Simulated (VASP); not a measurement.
Consider the following.

```yaml
crystal:
  lattice:
    - [2.48926, 0.00000, 0.00000]
    - [0.00000, 2.48926, 0.00000]
    - [0.00000, 0.00000, 2.48926]
  atoms:
    - { symbol: V, position: [0.00000, 0.00000, 0.00000], spin: 2.0 }
```

Calculation: PBE GGA, VASP's PBE PAW potentials (set 64) (plane waves; VASP). Run with 400 eV cut-off, 11×11×11 Γ-centred mesh, first-order Methfessel-Paxton smearing of 0.10 eV, potentials V_sv.

Problem. What does the run give for the cell moment, energy per atom (σ→0), pressure, band gap (on the k-mesh) with the smallest direct gap where there is one?

Solution. 
- band gap (on the k-mesh) = none (metal, semimetal or under 0.01 eV)
- cell moment = 0.00 μB
- energy per atom (σ→0) = -8.143 eV/atom
- pressure = -6.86 GPa

The structure was generated: V was put into the simple-cubic type (Pm-3m), which need not be its known phase. The cell was not relaxed at this level.
